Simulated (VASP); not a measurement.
```yaml
crystal:
  lattice:
    - [0.00000, 2.88061, 2.88061]
    - [2.88061, 0.00000, 2.88061]
    - [2.88061, 2.88061, 0.00000]
  atoms:
    - { symbol: Sc, position: [0.00000, 0.00000, 0.00000] }
    - { symbol: S, position: [0.25000, 0.25000, 0.25000] }
```

All values below come from PBE GGA, VASP's PBE PAW potentials (set 64) (plane waves; VASP 6.6.1). Run with 400 eV cut-off, 10×10×10 Γ-centred mesh, first-order Methfessel-Paxton smearing of 0.10 eV, potentials Sc_sv S.

Problem. Estimate the energy per atom (σ→0), band gap (on the k-mesh) with the smallest direct gap where there is one.

Solution. 
```
Quantity                                                     Value
------------------------  ----------------------------------------
band gap (on the k-mesh)  none (metal, semimetal or under 0.01 eV)
energy per atom (σ→0)                               -6721 meV/atom
```

Total energies compare only between runs with the same potentials, cut-off and functional.

The structure was generated: ScS was put into the zinc blende type (F-43m), which need not be its known phase. It was relaxed first, which changed the volume by -25 %. The start is the result of an earlier pass. The electron count is odd and the run is not spin-polarised, which forces a metal.
